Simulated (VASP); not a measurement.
Set up this calculation in VASP 6.6.1, as the native input.

| Item | Value |
| --- | --- |
| Task | relaxation of cell and atoms |
| Functional | PBEsol |
| Potentials or basis | VASP PAW PBE potentials, release 64 (Ba_sv) |
| Cutoff | 580 eV |
| k mesh | 12 × 12 × 12 |
| Occupations | gaussian, width 0.1 eV |
| Spin | no spin polarisation |
| Further INCAR settings | ALGO = Fast; EDIFF = 1e-07; IBRION = 2; EDIFFG = -0.005; NSW = 90; ISIF = 3 |

The structure of Ba lies in POSCAR:

```
Ba
1.0
   -2.5125000000      2.5125000000      2.5125000000
    2.5125000000     -2.5125000000      2.5125000000
    2.5125000000      2.5125000000     -2.5125000000
Ba
1
Direct
    0.0000000000      0.0000000000      0.0000000000
```

One way to write it, as run:

INCAR

```
SYSTEM = Ba
PREC = Accurate
ENCUT = 580
EDIFF = 1E-7
ISMEAR = 0
SIGMA = 0.1
LREAL = .FALSE.
LASPH = .TRUE.
NELM = 80
ALGO = Fast
ISIF = 3
LWAVE = .FALSE.
LCHARG = .FALSE.
GGA = PS
IBRION = 2
NSW = 90
EDIFFG = -0.005
```

KPOINTS

```
Automatic mesh
0
G
  12 12 12
  0 0 0
```

Potentials or basis: VASP PAW PBE potentials, release 64 (Ba_sv).

Run with:

```console
$ cat potpaw_PBE.64/Ba_sv/POTCAR > POTCAR
$ mpirun -np 1 vasp_std > vasp.out
```

Results of the run:

- Relaxed volume: 58.53 Å³/atom
- Relaxed cell: a = 4.236 Å, b = 4.236 Å, c = 4.236 Å, α = 109.47°, β = 109.47°, γ = 109.47°
- Space group after relaxing (to 0.05 Å): Im-3m (No. 229)
- Energy gained by relaxing: 10.7 meV/atom
- Ionic steps: 3
- Pressure after relaxing: 0.0 GPa
- Band gap on the k mesh: none (metal or under the smearing width)

Caveat: the PAW data sets were made with another functional, which shifts forces and pressure a little.

It took 95 s on 1 thread of AMD EPYC 9R45 (Zen 5) (shared host), peak memory 0.21 GiB.
